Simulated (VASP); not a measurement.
Output of a VASP run:

File OSZICAR:
```
       N       E                     dE             d eps       ncg     rms          rms(c)
DAV:   1    -0.711772940698E+01   -0.71177E+01   -0.12124E-01   360   0.356E+00    0.862E-02
DAV:   2    -0.711857112654E+01   -0.84172E-03   -0.17568E-03   468   0.416E-01    0.612E-02
DAV:   3    -0.711850984169E+01    0.61285E-04   -0.46993E-05   468   0.716E-02    0.384E-02
DAV:   4    -0.711848611607E+01    0.23726E-04   -0.17809E-05   408   0.355E-02    0.237E-02
DAV:   5    -0.711848104353E+01    0.50725E-05   -0.83173E-06   444   0.239E-02    0.148E-02
DAV:   6    -0.711848047444E+01    0.56909E-06   -0.25265E-06   360   0.133E-02
   1 F= -.71184805E+01 E0= -.71184805E+01  d E =-.208371E-19
```

OUTCAR:
```
------------------------ aborting loop because EDIFF is reached ----------------------------------------
  FORCE on cell =-STRESS in cart. coord.  units (eV):
  Direction    XX          YY          ZZ          XY          YZ          ZX
  --------------------------------------------------------------------------------------
  Total        0.3263262      0.3263262      0.3263262      0.0000000     -0.0000000      0.0000000
  in kB       35.9526402     35.9526402     35.9526402      0.0000000     -0.0000000      0.0000000
  external PRESSURE =      35.9526402 kB  Pullay stress =       0.0000000 kB
  volume of cell :       14.54
      direct lattice vectors                 reciprocal lattice vectors
     0.000000000  1.937316608  1.937316608    -0.258088945  0.258088945  0.258088945
     1.937316608  0.000000000  1.937316608     0.258088945 -0.258088945  0.258088945
     1.937316608  1.937316608  0.000000000     0.258088945  0.258088945 -0.258088945
  FREE ENERGIE OF THE ION-ELECTRON SYSTEM (eV)
  ---------------------------------------------------
  free  energy   TOTEN  =        -7.1184804744 eV

  energy  without entropy=       -7.1184804744  energy(sigma->0) =       -7.11848047

  exchange ACFDT corr.  =         0.00000000  see jH, gK, PRB 81, 115126
```
(Selected blocks of OUTCAR.)

**POSCAR**
```
LiH
1
    0.0000000000     1.9373166081     1.9373166081
    1.9373166081     0.0000000000     1.9373166081
    1.9373166081     1.9373166081     0.0000000000
Li H
1 1
Direct
  0.0000000000   0.0000000000   0.0000000000
  0.5000000000   0.5000000000   0.5000000000
```

Question: Write an INCAR and KPOINTS that could have produced this output.

Answer: One answer among several that fit: the input of the run itself, PBE0 hybrid, plane waves, VASP's PBE PAW potentials (set 64).

INCAR:
```
! general
SYSTEM   = LiH
PREC     = Accurate
ENCUT    = 520
LREAL    = .FALSE.
LASPH    = .TRUE.   ! aspherical one-centre terms
ISYM     = 3

! electronic loop
EDIFF    = 1E-6   ! SCF stop (eV)
NELM     = 60   ! most electronic steps
ALGO     = Normal

! smearing
ISMEAR   = 0   ! Gaussian
SIGMA    = 0.05

! functional
GGA      = PE   ! PBE
LHFCALC  = .TRUE.
AEXX     = 0.25
HFRCUT   = -1
PRECFOCK = Fast

! ions
ISIF     = 2   ! forces and stress, cell fixed

! output
LWAVE    = .FALSE.
LCHARG   = .FALSE.
```

KPOINTS:
```
Automatic mesh
0
Gamma
8 8 8
0 0 0
```

POTCAR, in this order: Li_sv H (PBE.64 set). Program: vasp_std. Read from the step before: WAVECAR.

The compound is LiH in the rock salt structure. This cell is one point of a volume scan, at 0.91 of the reference volume. The cell's shape comes from a PBE relaxation.
